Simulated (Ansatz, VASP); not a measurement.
## CuAs: VASP beside Ansatz

The input INCAR:

```
PREC = Accurate ; ENCUT = 520
EDIFF = 1E-7 ; ISMEAR = 0
SIGMA = 0.15 ; LREAL = F
LASPH = T ; NELM = 60
ALGO = Normal ; ISIF = 2
LWAVE = F ; LCHARG = F
GGA = CA ; NBANDS = 24
```

The input KPOINTS:

```
regular mesh
0
Gamma
  12 12 8
```

The input POSCAR:

```
CuAs
1.0
    3.6033000000      0.0000000000      0.0000000000
   -1.8016500000      3.1205493375      0.0000000000
    0.0000000000      0.0000000000      5.2467000000
Cu As
2 2
Direct
    0.0000000000      0.0000000000      0.5000000000
    0.0000000000      0.0000000000      0.0000000000
    0.6666666667      0.3333333333      0.7500000000
    0.3333333333      0.6666666667      0.2500000000
```

Input for Ansatz:

```yaml
crystal:
  lattice:
    - [3.6033, 0.0, 0.0]
    - [-1.80165, 3.1205493375, 0.0]
    - [0.0, 0.0, 5.2467]
  atoms:
    - { symbol: Cu, position: [0.0, 0.0, 0.5] }
    - { symbol: Cu, position: [0.0, 0.0, 0.0] }
    - { symbol: As, position: [0.6666666667, 0.3333333333, 0.75] }
    - { symbol: As, position: [0.3333333333, 0.6666666667, 0.25] }
basis:
  ecutwfc: 520.0
kpoints:
  mp_grid: { grid: [12, 12, 8] }
hamiltonian:
  xc: lda
scf:
  occupations: { method: gaussian, width: 0.15 }
output:
  forces: true
  stress: true
  eigenvalues: true
```

Alike in both runs: task single point; functional LDA; k mesh 12 × 12 × 8; occupations gaussian, width 0.15 eV; no spin polarisation.

|  | VASP | Ansatz |
| --- | --- | --- |
| version | VASP 6.6.1 | Ansatz 0.2.0 |
| potentials or method | VASP PAW LDA potentials, release 64 (Cu, As) | scalar-relativistic, plane waves, PAW |
| plane-wave cutoff (eV) | 520 | 520 |
| valence electrons in the cell | 32 | 68 |

|  | VASP | Ansatz | Ansatz less VASP |
| --- | --- | --- | --- |
| gap on the k mesh at the Fermi level (eV) | none | none | - |
| pressure (GPa) | 3.6 | 3.1 | -0.54 |
| largest component of the traceless stress (GPa) | 7.47 | 7.54 | +0.067 |

A gap of «none» marks a metal or a gap that the smearing closes. The two sets of potentials don't hold the same shells in valence.
